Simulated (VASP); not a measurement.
Given:

```xyz
6
Lattice="1.5646 -2.7099 0.0000 1.5646 2.7099 0.0000 0.0000 0.0000 12.1916" Properties=species:S:1:pos:R:3 pbc="T T T"
Mo     1.5646     0.9033     3.0479
Mo     1.5646    -0.9033     9.1437
S      1.5646     0.9033    10.6915
S      1.5646    -0.9033     4.5957
S      1.5646    -0.9033     1.5001
S      1.5646     0.9033     7.5958
```

The numbers are results of PBE GGA with D3 dispersion (zero damping), VASP's PBE PAW potentials (set 64) (plane waves; VASP), not measurements. Run with 520 eV cut-off, 8×8×2 Γ-centred mesh, Gaussian smearing of 0.050 eV, potentials Mo_sv S.

Question: The ions and cell shape at fixed volume are relaxed. Give the cell that the relaxation ends in.

Answer: 
```xyz
6
Lattice="1.5746 -2.7272 0.0000 1.5746 2.7272 0.0000 0.0000 0.0000 12.0374" Properties=species:S:1:pos:R:3 pbc="T T T"
Mo     1.5746     0.9091     3.0093
Mo     1.5746    -0.9091     9.0280
S      1.5746     0.9091    10.5918
S      1.5746    -0.9091     4.5732
S      1.5746    -0.9091     1.4455
S      1.5746     0.9091     7.4642
```
Space group P6_3/mmc (194), at a tolerance of 0.03 Å.

Question: How much energy does the relaxation gain?

Answer: The energy (σ→0) changes by -5.8 meV/atom, in 5 ionic steps.

The compound is MoS2 in the 2H layered structure. This cell is one point of a volume scan, at 0.97 of the reference volume. Symmetry was kept, so distortions that lower it aren't found.
